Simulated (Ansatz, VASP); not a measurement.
**CsSi2 in VASP and in Ansatz**

File INCAR:

```
SYSTEM = CsSi2
  PREC = Accurate
  ENCUT = 520
  EDIFF = 1E-6
  ISMEAR = -1
  SIGMA = 0.05
  LREAL = .FALSE.
  LASPH = .TRUE.
  NELM = 60
  ALGO = Normal
  ISIF = 2
  LWAVE = .FALSE.
  LCHARG = .TRUE.
  GGA = PE
  LELF = .TRUE.
  LVHAR = .TRUE.
  NBANDS = 16
```

The input KPOINTS:

```
regular mesh
0
G
  5 5 6
  0 0 0
```

File POSCAR:

```
CsSi2
1.0
    6.3715700000      0.0000000000      0.0000000000
   -3.1857800000      5.5179400000      0.0000000000
    0.0000000000      0.0000000000      4.4786600000
Cs Si
1 2
Direct
    0.0000000000      0.0000000000      0.0000000000
    0.6666700000      0.3333300000      0.2503900000
    0.6666700000      0.3333300000      0.7496100000
```

input.yaml

```yaml
crystal:
  lattice:
    - [6.37157, 0.0, 0.0]
    - [-3.18578, 5.51794, 0.0]
    - [0.0, 0.0, 4.47866]
  atoms:
    - { symbol: Cs, position: [0.0, 0.0, 0.0] }
    - { symbol: Si, position: [0.66667, 0.33333, 0.25039] }
    - { symbol: Si, position: [0.66667, 0.33333, 0.74961] }
hamiltonian:
  xc: pbe
  pseudopotentials: { kind: paw }
kpoints:
  mp_grid: { grid: [5, 5, 6] }
scf:
  occupations: { method: fermi_dirac, width: 0.05 }
output:
  forces: true
  stress: true
  eigenvalues: true
```

Change from the starting cell: strain = 0.0.

Alike in both runs: task single point; functional PBE; k mesh 5 × 5 × 6; occupations fermi-dirac, width 0.05 eV; no spin polarisation.

|  | VASP | Ansatz |
| --- | --- | --- |
| version | VASP 6.6.1 | Ansatz 0.2.0 |
| potentials or method | VASP PAW PBE potentials, release 64 (Cs_sv, Si) | Ansatz PAW |
| plane-wave cutoff (eV) | 520 | 420 |
| valence electrons in the cell | 17 | 17 |

```csv
,VASP,Ansatz,Ansatz less VASP
gap on the k mesh at the Fermi level (eV),none,none,-
pressure (GPa),-0.5,-0.5,+0.02
largest component of the traceless stress (GPa),1.06,0.99,-0.071
rms of the force components (eV/Å),0.077,0.079,+0.0015
```

Atom by atom the forces differ by 0.001 eV/Å (rms over components). A gap of «none» marks a metal or a gap that the smearing closes. With one functional, cell and mesh, what is left measures potentials, basis and numerics.

The runs have no spin-orbit coupling, so splittings on Cs are missing.
